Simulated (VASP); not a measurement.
Input:

```yaml
crystal:
  lattice:
    - [2.87442, 0.00000, 0.00000]
    - [0.00000, 2.87442, 0.00000]
    - [0.00000, 0.00000, 2.87442]
  atoms:
    - { symbol: Zn, position: [0.50000, 0.50000, 0.50000] }
    - { symbol: Cu, position: [0.00000, 0.00000, 0.00000] }
```

All values below come from LDA (Ceperley-Alder, Perdew-Zunger), VASP's LDA PAW potentials (set 64) (plane waves; VASP 6.6.1). Run with 520 eV cut-off, Gaussian smearing of 0.050 eV, potentials Zn Cu.

Q: Give the energies of bands 6 to 14 at the high-symmetry points, in eV from the Fermi level.

A: 
```tsv
band	Γ	X	M	R
6	-7.38	-6.56	-4.96	-4.68
7	-3.85	-5.33	-3.61	-4.68
8	-3.85	-4.02	-3.08	-4.68
9	-2.93	-3.56	-3.08	-2.65
10	-2.93	-3.56	-2.67	-2.65
11	-2.93	-3.03	-2.12	4.23
12	6.42	-2.12	-2.12	4.53
13	6.42	12.27	2.02	4.53
14	6.42	12.27	2.35	4.53
```

It has no gap at this level: it comes out as a metal or semimetal.

The compound is CuZn in the CsCl type structure. It was relaxed first, which changed the volume by -7 %. The electron count is odd and the run is not spin-polarised, which forces a metal.
